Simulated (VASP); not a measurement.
Method: PBE GGA, VASP's PBE PAW potentials (set 64) (plane waves; VASP).

Gaps are without spin-orbit coupling.

Question: Order these relaxed crystals by band gap, smallest first: KF, Fm-3m (225); LiCl, Fm-3m (225); MgI2, P-3m1 (164); AgI, P6_3mc (186).

Answer: AgI, P6_3mc (186) (1.37 eV), MgI2, P-3m1 (164) (3.61 eV), KF, Fm-3m (225) (5.95 eV), LiCl, Fm-3m (225) (6.30 eV)
